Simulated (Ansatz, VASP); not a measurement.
**Two plane-wave programs on SrTl3**

```xyz
4
Lattice="4.7954 0.0000 0.0000 0.0000 4.7954 0.0000 0.0000 0.0000 4.7954" Properties=species:S:1:pos:R:3 pbc="T T T"
Sr    0.0000    0.0000    0.0000
Tl    0.0000    2.3977    2.3977
Tl    2.3977    0.0000    2.3977
Tl    2.3977    2.3977    0.0000
```

Alike in both runs: functional LDA; k mesh 8 × 8 × 8; occupations gaussian, width 0.1 eV; no spin polarisation.

Ansatz relaxed the structure, and its values are those at the end. VASP's run is a single point on that final structure, the one shown.

```csv
,VASP,Ansatz
version,VASP 6.6.1,Ansatz 0.2.0
potentials or method,"VASP PAW LDA potentials, release 64 (Sr_sv, Tl_d)","scalar-relativistic, plane waves, PAW"
plane-wave cutoff (eV),520,420
valence electrons in the cell,49,49
```

Ansatz gave:

```
gap on the k mesh at the Fermi level (eV) : none
pressure (GPa)                            : 0.0
```

Which values does VASP return?

gap on the k mesh at the Fermi level (eV): none; pressure (GPa): 0.1.

A gap of «none» marks a metal or a gap that the smearing closes.

The runs have no spin-orbit coupling, so splittings on Tl are missing.
